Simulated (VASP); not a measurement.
AlN (wurtzite): the lattice constant c from VASP (plane waves, PAW) at several levels of theory. Static lattice.

| level | lattice constant c (Å) |
|---|---|
| LDA | 4.951 |
| PBE | 5.015 |
| PBEsol | 4.984 |
| RPBE | 5.045 |
| AM05 | 4.984 |
| PBE-D3(BJ) | 4.977 |
| PBE-D4 | 4.974 |
| optB88-vdW | 5.013 |
| rev-vdW-DF2 | 5.003 |
| revTPSS | 4.993 |
| SCAN | 4.968 |
| r2SCAN | 4.975 |
| r2SCAN+rVV10 | 4.970 |

The cell of the LDA run:

```yaml
crystal:
  lattice:
    - [1.54582, -2.67743, 0.00000]
    - [1.54582, 2.67743, 0.00000]
    - [0.00000, 0.00000, 4.95102]
  atoms:
    - { symbol: Al, position: [0.66667, 0.33333, 0.50008] }
    - { symbol: Al, position: [0.33333, 0.66667, 0.00008] }
    - { symbol: N, position: [0.66667, 0.33333, 0.88192] }
    - { symbol: N, position: [0.33333, 0.66667, 0.38192] }
```

Only levels that ran to the end are used. Left out are those held back, those with too coarse a band path, GW runs whose mesh misses a band edge, hybrids' fits of cells that aren't cubic and levels without matching references; a question may draw on a part of the rest.

The compound is AlN in the wurtzite structure.
